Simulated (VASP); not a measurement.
These are PBE GGA, VASP's PBE PAW potentials (set 64) (plane waves; VASP) values and carry that method's errors.

A VASP calculation is set up with these files.

INCAR:
```
SYSTEM = Na
PREC = Accurate
ENCUT = 300
EDIFF = 1E-6
NELM = 100
ALGO = Normal
LREAL = .FALSE.
LASPH = .TRUE.
ISMEAR = -1
SIGMA = 0.1
GGA = PE
LWAVE = .FALSE.
LCHARG = .FALSE.
ISIF = 2
```

**KPOINTS**
```
Automatic mesh
0
Gamma
6 6 9
0 0 0
```

File POSCAR:
```
Na
1
    6.0384100000     0.0000000000     0.0000000000
   -3.0192050000     5.2294160000     0.0000000000
    0.0000000000     0.0000000000     3.6726590000
Na
3
Direct
 -0.0006530000   0.0036010000   0.0106440000
  0.3320530000   0.6678020000   0.4992580000
  0.6685990000   0.3285970000   0.4900980000
```

POTCAR, in this order: Na_pv (PBE.64 set). Program: vasp_std.

What VASP printed:

**OUTCAR**
```
 ion  position               nearest neighbor table
   1  0.999  0.004  0.011-
   2  0.332  0.668  0.499-
   3  0.669  0.329  0.490-
  LATTYP: Found a hexagonal cell.
 ALAT       =     6.0384100000
 C/A-ratio  =     0.6082162357
 Subroutine PRICEL returns:
 Original cell was already a primitive cell.
 Subroutine GETGRP returns: Found  1 space group operations
The static configuration has the point symmetry C_1 .
The dynamic configuration has the point symmetry C_1 .
 Subroutine INISYM returns: Found  1 space group operations
 Subroutine IBZKPT returns following result:
 Found    164 irreducible k-points:

 Following reciprocal coordinates:
            Coordinates               Weight
  0.000000  0.000000  0.000000      1.000000
  0.166667 -0.000000  0.000000      2.000000
  0.000000  0.166667  0.000000      2.000000
 -0.166667  0.166667  0.000000      2.000000
  0.333333  0.000000  0.000000      2.000000
  0.000000  0.333333  0.000000      2.000000
 -0.333333  0.333333  0.000000      2.000000
  0.500000 -0.000000  0.000000      1.000000
  0.000000  0.500000  0.000000      1.000000
  0.500000  0.500000  0.000000      1.000000
  0.166667  0.166667  0.000000      2.000000
 -0.166667  0.333333  0.000000      2.000000
 -0.333333  0.166667  0.000000      2.000000
  0.333333  0.166667  0.000000      2.000000
 -0.166667  0.500000  0.000000      2.000000
  0.500000  0.333333  0.000000      2.000000
 -0.333333  0.500000  0.000000      2.000000
  0.166667  0.333333  0.000000      2.000000
  0.500000 -0.166667  0.000000      2.000000
  0.333333  0.333333  0.000000      2.000000
  0.000000  0.000000  0.111111      2.000000
  0.166667 -0.000000  0.111111      2.000000
  0.000000  0.166667  0.111111      2.000000
 -0.166667  0.166667  0.111111      2.000000
 -0.166667  0.000000  0.111111      2.000000
  0.000000 -0.166667  0.111111      2.000000
  0.166667 -0.166667  0.111111      2.000000
  0.333333  0.000000  0.111111      2.000000
  0.000000  0.333333  0.111111      2.000000
 -0.333333  0.333333  0.111111      2.000000
 -0.333333  0.000000  0.111111      2.000000
  0.000000 -0.333333  0.111111      2.000000
  0.333333 -0.333333  0.111111      2.000000
  0.500000 -0.000000  0.111111      2.000000
  0.000000  0.500000  0.111111      2.000000
  0.500000  0.500000  0.111111      2.000000
  0.166667  0.166667  0.111111      2.000000
 -0.166667  0.333333  0.111111      2.000000
 -0.333333  0.166667  0.111111      2.000000
 -0.166667 -0.166667  0.111111      2.000000
   k-points           NKPTS =    164   k-points in BZ     NKDIM =    164   number of bands    NBANDS=     14
   number of dos      NEDOS =    301   number of ions     NIONS =      3
   total plane-waves  NPLWV =  31104
   dimension x,y,z NGX =    36 NGY =   36 NGZ =   24
   dimension x,y,z NGXF=    72 NGYF=   72 NGZF=   48
   ions per type =               3
   PREC   = accura    normal or accurate (medium, high low for compatibility)
   ISTART =      0    job   : 0-new  1-cont  2-samecut
   ICHARG =      2    charge: 1-file 2-atom 10-const
   ISPIN  =      1    spin polarized calculation?
   LNONCOLLINEAR =      F non collinear calculations
   LSORBIT =      F    spin-orbit coupling
   INIWAV =      1    electr: 0-lowe 1-rand  2-diag
   ENCUT  =  300.0 eV  22.05 Ry    4.70 a.u.   8.53  8.53  5.19*2*pi/ulx,y,z
   NELM   =    100;   NELMIN=  2; NELMDL= -5     # of ELM steps
   EDIFF  = 0.1E-05   stopping-criterion for ELM
   LREAL  =      F    real-space projection
...
```

File OSZICAR:
```
       N       E                     dE             d eps       ncg     rms          rms(c)
DAV:   1     0.126664417683E+03    0.12666E+03   -0.90368E+03  5396   0.995E+02
DAV:   2     0.237798614927E+01   -0.12429E+03   -0.12305E+03  4652   0.332E+02
DAV:   3    -0.384043155554E+01   -0.62184E+01   -0.60181E+01  5498   0.926E+01
DAV:   4    -0.391645395578E+01   -0.76022E-01   -0.75987E-01  5108   0.104E+01
DAV:   5    -0.391790121733E+01   -0.14473E-02   -0.14472E-02  5726   0.150E+00    0.376E-01
DAV:   6    -0.391727764218E+01    0.62358E-03   -0.14790E-03  5708   0.511E-01    0.251E-01
DAV:   7    -0.391675644945E+01    0.52119E-03   -0.33040E-03  5864   0.629E-01    0.223E-02
DAV:   8    -0.391674574095E+01    0.10708E-04   -0.14190E-04  5318   0.220E-01    0.662E-03
DAV:   9    -0.391674755848E+01   -0.18175E-05   -0.20109E-06  4222   0.167E-02    0.263E-03
DAV:  10    -0.391674820900E+01   -0.65052E-06   -0.60125E-07  2980   0.987E-03
   1 F= -.39167482E+01 E0= -.38888582E+01  d E =-.557800E-01
```

**OUTCAR**
```
------------------------ aborting loop because EDIFF is reached ----------------------------------------
  FORCE on cell =-STRESS in cart. coord.  units (eV):
  Direction    XX          YY          ZZ          XY          YZ          ZX
  --------------------------------------------------------------------------------------
  Total       -0.1389785     -0.1085640     -0.3909259      0.0173863      0.0012813     -0.0010598
  in kB       -1.9200022     -1.4998236     -5.4006821      0.2401939      0.0177012     -0.0146415
  external PRESSURE =      -2.9401693 kB  Pullay stress =       0.0000000 kB
  volume of cell :      115.97
      direct lattice vectors                 reciprocal lattice vectors
     6.038410000  0.000000000  0.000000000     0.165606509  0.095612971  0.000000000
    -3.019205000  5.229416000  0.000000000     0.000000000  0.191225942  0.000000000
     0.000000000  0.000000000  3.672659000     0.000000000  0.000000000  0.272282289
 POSITION                                       TOTAL-FORCE (eV/Angst)
 -----------------------------------------------------------------------------------
      6.02359      0.01883      0.03909         0.011809     -0.013769     -0.019451
     -0.01116      3.49221      1.83360         0.015217     -0.011079      0.012686
      3.04517      1.71837      1.79996        -0.027026      0.024848      0.006766
 -----------------------------------------------------------------------------------
    total drift:                               -0.001999      0.001879      0.000247
  FREE ENERGIE OF THE ION-ELECTRON SYSTEM (eV)
  ---------------------------------------------------
  free  energy   TOTEN  =        -3.9167482090 eV

  energy  without entropy=       -3.8609682587  energy(sigma->0) =       -3.88885823
```
(Selected blocks of OUTCAR.)

At this cut-off the stress carries a Pulay error, which pulls relaxed volumes low.

The structure was generated: Na was put into an ordered model structure, which need not be its known phase. The cell was not relaxed at this level, atoms are displaced from their ideal sites.
